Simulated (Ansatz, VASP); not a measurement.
# HfC in two plane-wave programs, part 2 of 2

One calculation is typed for both programs; each brings its own data sets. How far apart do they land? The cell is taken from a series of runs on this material, whose earlier steps may have relaxed, scaled, displaced or heated it; both programs get it as it stands.

VASP 6.6.1 and Ansatz 0.2.0.

So far: Starting point; Ansatz: zone-centre phonons, LDA.

## 3. VASP: zone-centre phonons, LDA

Level of this step: LDA; plane waves and PAW (C, Hf_pv) (VASP).

The same cell, functional (in two slightly different forms), mesh and smearing now go to VASP, with its own data sets.

Lines of VASP's logs that name or quote its potential files are left out, and so is its time.

Input file INCAR:

```
SYSTEM = HfC
PREC = Accurate
ENCUT = 600
EDIFF = 1E-08
NELM = 120
ISMEAR = 1
SIGMA = 0.2
LREAL = .FALSE.
ALGO = Normal
GGA = CA
NBANDS = 13
LASPH = .TRUE.
LORBIT = 11
LWAVE = .FALSE.
LCHARG = .FALSE.
ISIF = 2
IBRION = 8
GGA_COMPAT = .FALSE.
KPAR = 2
```

Input file POSCAR:

```
HfC
1.0
    0.0432712233      2.3116925526      2.2770886185
    2.3116925526      0.0432712233      2.2770886185
    2.3549637759      2.3549637759      0.0000000000
C Hf
1 1
Direct
    0.0000000000      0.0000000000      0.0000000000
    0.5000000000      0.5000000000      0.5000000000
```

Input file KPOINTS:

```
Automatic mesh
0
Gamma
16 16 16
0 0 0
```

Potentials, in the order of the species: C and Hf_pv (LDA family, release 64).

The run is started by

```bash
$ mpirun -np 2 vasp_std
```

Numbers of over 12 decimals in the logs are rounded to 6 here.

The program printed:

```text
[banner, memory and clock lines left out]
running    2 mpi-ranks, on    1 nodes
 distrk:  each k-point on    1 cores,    2 groups
 distr:  one band on    1 cores,    1 groups

 POSCAR found type information on POSCAR C Hf
 POSCAR found :  2 types and       2 ions
 LDA part: xc-table for (Slater(with rela. corr.)+CA(PZ))
 , standard interpolation
 POSCAR, INCAR and KPOINTS ok, starting setup
 FFT: planning ... GRIDC
 FFT: planning ... GRID_SOFT
 FFT: planning ... GRID
 WAVECAR not read
 entering main loop
       N       E                     dE             d eps       ncg     rms          rms(c)
DAV:   1     0.238440420838E+02    0.23844E+02   -0.86023E+03 16186   0.119E+03
DAV:   2    -0.242704502773E+02   -0.48114E+02   -0.45083E+02 20378   0.220E+02
DAV:   3    -0.260091118491E+02   -0.17387E+01   -0.17300E+01 20337   0.299E+01
DAV:   4    -0.260190528375E+02   -0.99410E-02   -0.99394E-02 18113   0.270E+00
DAV:   5    -0.260191243841E+02   -0.71547E-04   -0.71546E-04 20422   0.209E-01    0.614E+01
DAV:   6    -0.229683469699E+02    0.30508E+01   -0.14006E+01 18681   0.197E+01    0.437E+01
DAV:   7    -0.228906703735E+02    0.77677E-01   -0.64052E-01 18816   0.556E+00    0.252E+01
DAV:   8    -0.228745839333E+02    0.16086E-01   -0.68161E-02 19781   0.201E+00    0.583E+00
DAV:   9    -0.228683695036E+02    0.62144E-02   -0.28619E-02 19276   0.904E-01    0.192E+00
DAV:  10    -0.228678871353E+02    0.48237E-03   -0.18547E-03 19544   0.313E-01    0.701E-02
DAV:  11    -0.228678861461E+02    0.98915E-06   -0.82745E-05 19456   0.811E-02    0.684E-02
DAV:  12    -0.228678859147E+02    0.23138E-06   -0.19373E-06 20378   0.117E-02    0.302E-02
DAV:  13    -0.228678856192E+02    0.29552E-06   -0.77175E-07 19526   0.474E-03    0.175E-03
DAV:  14    -0.228678856200E+02   -0.76375E-09   -0.27806E-08 18731   0.138E-03
   1 F= -.22867886E+02 E0= -.22867805E+02  d E =-.241726E-03
 Linear response reoptimize wavefunctions to high precision
DAV:   1    -0.228678856200E+02   -0.34561E-10   -0.63471E-10 13824   0.226E-04
 Linear response DOF=           4
 Linear response progress:
  Degree of freedom:   1/  4
       N       E                     dE             d eps       ncg     rms          rms(c)
RMM:   1    -0.122699496699E+00   -0.12270E+00    0.21591E-02 63332   0.191E+00
RMM:   2    -0.118226393909E+00    0.44731E-02   -0.34083E-03 45794   0.358E-01    0.415E-01
RMM:   3    -0.118551331145E+00   -0.32494E-03   -0.69281E-04 41879   0.150E-01    0.214E-01
RMM:   4    -0.119481767913E+00   -0.93044E-03   -0.42577E-04 42687   0.113E-01    0.360E-02
RMM:   5    -0.119479242801E+00    0.25251E-05   -0.11127E-05 47521   0.244E-02    0.108E-02
RMM:   6    -0.119477861051E+00    0.13818E-05   -0.40147E-07 51315   0.419E-03    0.474E-03
RMM:   7    -0.119466691058E+00    0.11170E-04   -0.91941E-08 50132   0.204E-03    0.294E-03
RMM:   8    -0.119469882613E+00   -0.31916E-05   -0.12008E-08 52646   0.699E-04    0.297E-04
RMM:   9    -0.119469316662E+00    0.56595E-06   -0.49631E-10 55820   0.130E-04    0.238E-04
RMM:  10    -0.119469329987E+00   -0.13325E-07   -0.12011E-09 56504   0.329E-05    0.819E-05
RMM:  11    -0.119469337055E+00   -0.70678E-08   -0.18242E-10 54785   0.145E-05    0.213E-05
 first order change of Fermi-energy   0.28131E-03
 force on displaced ion       1 direction 1 :  -7.470  -0.550   0.000
 Linear response progress:
  Degree of freedom:   2/  4
       N       E                     dE             d eps       ncg     rms          rms(c)
RMM:   1    -0.124481953739E+00   -0.12448E+00    0.16822E-02 35326   0.196E+00
RMM:   2    -0.118979374168E+00    0.55026E-02   -0.39071E-03 25864   0.374E-01    0.491E-01
RMM:   3    -0.119305522891E+00   -0.32615E-03   -0.76370E-04 23674   0.158E-01    0.256E-01
RMM:   4    -0.120271202358E+00   -0.96568E-03   -0.44787E-04 23967   0.116E-01    0.401E-02
RMM:   5    -0.120262217413E+00    0.89849E-05   -0.11988E-05 26475   0.257E-02    0.118E-02
RMM:   6    -0.120262744335E+00   -0.52692E-06   -0.39694E-07 28488   0.425E-03    0.487E-03
RMM:   7    -0.120250243449E+00    0.12501E-04   -0.10773E-07 27569   0.224E-03    0.299E-03
RMM:   8    -0.120254213000E+00   -0.39696E-05   -0.12960E-08 29150   0.739E-04    0.311E-04
RMM:   9    -0.120253431809E+00    0.78119E-06    0.19931E-09 30817   0.148E-04    0.228E-04
RMM:  10    -0.120253411929E+00    0.19880E-07    0.16098E-09 31102   0.380E-05    0.380E-05
RMM:  11    -0.120253421981E+00   -0.10051E-07    0.15252E-09 30252   0.156E-05    0.970E-06
RMM:  12    -0.120253458083E+00   -0.36102E-07   -0.39554E-09 29250   0.110E-05    0.103E-05
RMM:  13    -0.120253457152E+00    0.93113E-09   -0.10446E-09 24587   0.827E-06    0.209E-06
 first order change of Fermi-energy   0.11571E-02
 force on displaced ion       1 direction 3 :  -0.000  -0.000  -9.482
 Linear response progress:
  Degree of freedom:   3/  4
       N       E                     dE             d eps       ncg     rms          rms(c)
RMM:   1    -0.213427926996E+00   -0.21343E+00    0.36806E+00 31563   0.118E+01
RMM:   2    -0.209331995771E+00    0.40959E-02   -0.30515E-02 44039   0.127E+00    0.532E-01
RMM:   3    -0.208698499294E+00    0.63350E-03   -0.97053E-04 55361   0.147E-01    0.206E-01
RMM:   4    -0.208258745759E+00    0.43975E-03   -0.75879E-05 59674   0.486E-02    0.135E-01
RMM:   5    -0.207847916869E+00    0.41083E-03   -0.29471E-05 60086   0.351E-02    0.133E-02
RMM:   6    -0.207841107050E+00    0.68098E-05   -0.23682E-06 60639   0.984E-03    0.519E-03
RMM:   7    -0.207852880028E+00   -0.11773E-04   -0.70602E-08 64111   0.249E-03    0.590E-03
RMM:   8    -0.207854138080E+00   -0.12581E-05   -0.26095E-06 64526   0.569E-04    0.960E-04
RMM:   9    -0.207854357453E+00   -0.21937E-06   -0.23195E-06 66146   0.268E-04    0.101E-04
RMM:  10    -0.207854653000E+00   -0.29555E-06   -0.14982E-06 64327   0.103E-04    0.733E-05
RMM:  11    -0.207854674636E+00   -0.21636E-07   -0.68832E-07 68705   0.418E-05    0.840E-05
RMM:  12    -0.207854688497E+00   -0.13862E-07   -0.35496E-07 64633   0.235E-05    0.162E-05
RMM:  13    -0.207854693893E+00   -0.53953E-08   -0.18590E-07 60768   0.170E-05    0.942E-06
RMM:  14    -0.207854695948E+00   -0.20552E-08   -0.10035E-07 52990   0.140E-05    0.840E-06
RMM:  15    -0.207854699347E+00   -0.33994E-08   -0.50208E-08 49775   0.125E-05    0.582E-07
 first order change of Fermi-energy  -0.89941E-04
 force on displaced ion       2 direction 1 :  -7.470  -0.550   0.000
 Linear response progress:
  Degree of freedom:   4/  4
       N       E                     dE             d eps       ncg     rms          rms(c)
RMM:   1    -0.211684343479E+00   -0.21168E+00    0.38265E+00 18055   0.119E+01
RMM:   2    -0.207855519807E+00    0.38288E-02   -0.30590E-02 24950   0.127E+00    0.592E-01
RMM:   3    -0.207159826385E+00    0.69569E-03   -0.99267E-04 30841   0.152E-01    0.246E-01
RMM:   4    -0.206674911527E+00    0.48491E-03   -0.85923E-05 33322   0.534E-02    0.150E-01
RMM:   5    -0.206258105601E+00    0.41681E-03   -0.32792E-05 33521   0.371E-02    0.151E-02
RMM:   6    -0.206253555769E+00    0.45498E-05   -0.22343E-06 33394   0.110E-02    0.723E-03
RMM:   7    -0.206263650614E+00   -0.10095E-04   -0.17031E-06 36482   0.269E-03    0.733E-03
RMM:   8    -0.206264795647E+00   -0.11450E-05   -0.32190E-06 35750   0.636E-04    0.183E-03
RMM:   9    -0.206265305825E+00   -0.51018E-06   -0.30084E-06 37022   0.300E-04    0.171E-04
RMM:  10    -0.206265632871E+00   -0.32705E-06   -0.18718E-06 36250   0.112E-04    0.110E-04
RMM:  11    -0.206265687922E+00   -0.55051E-07   -0.91845E-07 38664   0.501E-05    0.964E-05
RMM:  12    -0.206265717657E+00   -0.29735E-07   -0.47126E-07 36741   0.293E-05    0.370E-05
RMM:  13    -0.206265729778E+00   -0.12121E-07   -0.25746E-07 34801   0.208E-05    0.192E-06
RMM:  14    -0.206265728233E+00    0.15453E-08   -0.14505E-07 28194   0.166E-05    0.116E-05
RMM:  15    -0.206265731134E+00   -0.29017E-08   -0.80392E-08 26383   0.146E-05    0.698E-06
 first order change of Fermi-energy  -0.73814E-03
 force on displaced ion       2 direction 3 :   0.000   0.000  -9.478
 Linear response finished
```

From OUTCAR (step 3):

```text
ion  position               nearest neighbor table
   1  0.000  0.000  0.000-   2 2.28   2 2.28   2 2.31   2 2.31   2 2.31   2 2.31
   2  0.500  0.500  0.500-   1 2.28   1 2.28   1 2.31   1 2.31   1 2.31   1 2.31

  LATTYP: Found a body centered orthorhombic cell.
 ALAT       =     3.2080322091
 B/A-ratio  =     1.0381509579
 C/A-ratio  =     1.4196170550

 Subroutine GETGRP returns: Found  8 space group operations
 (whereof  8 operations were pure point group operations)

The static configuration has the point symmetry D_2h.

 Found    621 irreducible k-points:

   k-points           NKPTS =    621   k-points in BZ     NKDIM =    621   number of bands    NBANDS=     13

   dimension x,y,z NGX =    28 NGY =   28 NGZ =   28
   dimension x,y,z NGXF=    56 NGYF=   56 NGZF=   56

   ENCUT  =  600.0 eV  44.10 Ry    6.64 a.u.   6.48  6.48  6.65*2*pi/ulx,y,z

   NELECT =      14.0000    total number of electrons

 k-points in reciprocal lattice and weights: Automatic mesh
   0.00000000  0.00000000  0.00000000       0.000
   0.06250000 -0.00000000  0.00000000       0.001
   0.12500000 -0.00000000  0.00000000       0.001
   0.18750000 -0.00000000  0.00000000       0.001
   0.25000000 -0.00000000  0.00000000       0.001
   0.31250000  0.00000000  0.00000000       0.001
   0.37500000 -0.00000000  0.00000000       0.001
   0.43750000 -0.00000000  0.00000000       0.001
   0.50000000 -0.00000000  0.00000000       0.000
[...]
0.25000000  0.25000000  0.50000000       0.000
  -0.25000000  0.25000000  0.50000000       0.000

 average (electrostatic) potential at core
       1 -51.6358       2 -35.3416

  Total       -0.9320726     -0.9320726      0.0780417     -0.9842214      0.0000000      0.0000000
  in kB      -61.3821999    -61.3821999      5.1394833    -64.8164876      0.0000000      0.0000000
  external PRESSURE =     -39.2083055 kB  Pullay stress =       0.0000000 kB

  energy-cutoff  :      600.00
  volume of cell :       24.33
      direct lattice vectors                 reciprocal lattice vectors
     0.043271223  2.311692553  2.277088619    -0.220417607  0.220417607  0.219578630
     2.311692553  0.043271223  2.277088619     0.220417607 -0.220417607  0.219578630
     2.354963776  2.354963776  0.000000000     0.212317491  0.212317491 -0.219578630

 POSITION                                       TOTAL-FORCE (eV/Angst)
 -----------------------------------------------------------------------------------
      0.00000      0.00000      0.00000         0.000000     -0.000000     -0.000000
      2.35496      2.35496      2.27709        -0.000000      0.000000      0.000000
 -----------------------------------------------------------------------------------
    total drift:                                0.000000      0.000000      0.000000

 Eigenvectors and eigenvalues of the dynamical matrix
 ----------------------------------------------------

   1 f  =   14.349643 THz    90.161465 2PiTHz  478.652563 cm-1    59.345328 meV
             X         Y         Z           dx          dy          dz
      0.000000  0.000000  0.000000     0.000000    0.000000    0.967972
      2.354964  2.354964  2.277089     0.000000    0.000000   -0.251057

   2 f  =   13.197090 THz    82.919764 2PiTHz  440.207551 cm-1    54.578756 meV
             X         Y         Z           dx          dy          dz
      0.000000  0.000000  0.000000     0.684451    0.684451    0.000000
      2.354964  2.354964  2.277089    -0.177557   -0.177557    0.000000

   3 f  =   12.258954 THz    77.025280 2PiTHz  408.914691 cm-1    50.698937 meV
             X         Y         Z           dx          dy          dz
      0.000000  0.000000  0.000000    -0.684450    0.684450    0.000000
      2.354964  2.354964  2.277089     0.177562   -0.177562    0.000000

   4 f/i=    0.000088 THz     0.000551 2PiTHz    0.002924 cm-1     0.000363 meV
             X         Y         Z           dx          dy          dz
      0.000000  0.000000  0.000000     0.177557    0.177557    0.000000
      2.354964  2.354964  2.277089     0.684451    0.684451    0.000000

   5 f/i=    0.000177 THz     0.001113 2PiTHz    0.005909 cm-1     0.000733 meV
             X         Y         Z           dx          dy          dz
      0.000000  0.000000  0.000000     0.177562   -0.177562    0.000000
      2.354964  2.354964  2.277089     0.684450   -0.684450    0.000000

   6 f/i=    0.000591 THz     0.003715 2PiTHz    0.019723 cm-1     0.002445 meV
             X         Y         Z           dx          dy          dz
      0.000000  0.000000  0.000000     0.000000    0.000000   -0.251057
      2.354964  2.354964  2.277089     0.000000    0.000000   -0.967972

 ELASTIC MODULI CONTR FROM IONIC RELAXATION (kBar)
 Direction    XX          YY          ZZ          XY          YZ          ZX
 --------------------------------------------------------------------------------
 XX           0.0000      0.0000      0.0000      0.0000      0.0000      0.0000
 YY           0.0000      0.0000      0.0000      0.0000      0.0000      0.0000
 ZZ           0.0000      0.0000      0.0000      0.0000      0.0000      0.0000
 XY           0.0000      0.0000      0.0000      0.0000      0.0000      0.0000
 YZ           0.0000      0.0000      0.0000      0.0000      0.0000      0.0000
 ZX           0.0000      0.0000      0.0000      0.0000      0.0000      0.0000
 --------------------------------------------------------------------------------
```

Harder data sets than Hf_pv exist (the GW ones), and pressures, volumes and forces can shift noticeably with them.

## 4. Side by side

Known differences besides the potentials themselves: the two LDA forms differ slightly; the data sets hold 30 valence electrons in Ansatz (on its PAW soft_1 files) and 14 in VASP; the cutoff is 420 eV in Ansatz and 600 eV in VASP; VASP's log shows a relativistic correction to its local exchange, Ansatz's none. Total energies have different zeros and are not compared.

Compared:

```tsv
quantity	Ansatz	VASP	difference
optical mode 1 (cm⁻¹)	411.2	408.9	+0.55 %
optical mode 2 (cm⁻¹)	441.6	440.2	+0.31 %
optical mode 3 (cm⁻¹)	478.4	478.7	-0.05 %
```

Modes are paired by rising frequency, not by their patterns, so a pair may set unlike modes beside each other; they are those without the splitting of longitudinal modes.

## 5. What came out

| Quantity | Value |
| --- | --- |
| r.m.s. difference of the optical zone-centre modes, each program's sorted by frequency (zone-centre phonons, LDA) | 1.5 cm⁻¹ |
| difference in optical mode 1 (zone-centre phonons, LDA) | +0.6 % |

What this shows: The r.m.s. difference of the optical zone-centre modes, each program's sorted by frequency is 1.5 cm⁻¹ (zone-centre phonons, LDA). The data sets hold unlike numbers of valence electrons (30 in Ansatz and 14 in VASP), so part of the differences comes from the potentials. Among the rows given in per cent, the largest difference of the zone-centre phonons, LDA pair is in optical mode 1, +0.6 %. Such differences can come from data sets, numerical settings and the points named under the comparisons, not from the functional's error against experiment.

[Lines on the potential files, build, host, timing and source positions are cut from VASP's logs without a mark.]

[Logs are printed without paths, hosts, clocks, repeated set-up lines and the standing remarks that a program may print on its own settings, such as how far it seeks lower states.]

[Hosts, paths, dates, database ids (printed as entryN), source tags and the programs' standing remarks are cut or masked in the printed files.]
